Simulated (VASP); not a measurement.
Consider the following.

```
KI
1.0
    0.00000     3.50736     3.50736
    3.50736     0.00000     3.50736
    3.50736     3.50736     0.00000
K I
1 1
Cartesian
  0.00000   0.00000   0.00000
  3.50736   3.50736   3.50736
```

All values below come from PBE GGA with D3 dispersion (Becke-Johnson damping), VASP's PBE PAW potentials (set 64) (plane waves; VASP). Settings: 520 eV cut-off, Gaussian smearing of 0.050 eV, potentials K_sv I.

Unless said otherwise, spin-orbit coupling is left out, though it shifts the bands of the heavy elements here.

Task: Estimate the band gap (along the path) with the smallest direct gap where there is one.

Result: 
```yaml
band gap (along the path): 4.01 eV
smallest direct gap (along the path): 4.01 eV
```

Only differences to runs with the same potentials and settings are physical.

The compound is KI in the rock salt structure. It was relaxed first.
